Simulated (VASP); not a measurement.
Given:

```yaml
crystal:
  lattice:
    - [0.00000, 2.93460, 2.93460]
    - [2.93460, 0.00000, 2.93460]
    - [2.93460, 2.93460, 0.00000]
  atoms:
    - { symbol: Ga, position: [0.00000, 0.00000, 0.00000] }
    - { symbol: As, position: [0.25000, 0.25000, 0.25000] }
```

Method: PBE GGA, VASP's PBE PAW potentials (set 64) (plane waves; VASP 6.6.1). Settings: 300 eV cut-off, 7×7×7 Γ-centred mesh, Gaussian smearing of 0.20 eV, potentials Ga_d As.

Q: Give the energies of bands 7 to 12 at the high-symmetry points, in eV from the Fermi level.

A: 
```
band      Γ      X      U      L      W
----  -----  -----  -----  -----  -----
7     -0.29  -6.33  -6.18  -6.08  -6.19
8      0.00  -2.31  -3.31  -0.98  -3.04
9      0.00  -2.31  -1.94  -0.98  -2.85
10     0.00   1.66   2.00   0.70   4.09
11     3.69   1.68   4.37   4.58   4.65
12     3.69   9.29   7.36   4.58   5.04
```

It has no gap at this level: it comes out as a metal or semimetal.

The structure comes from a computed database's GaAs entry; how it stands against other phases isn't given here. The cell was not relaxed at this level.
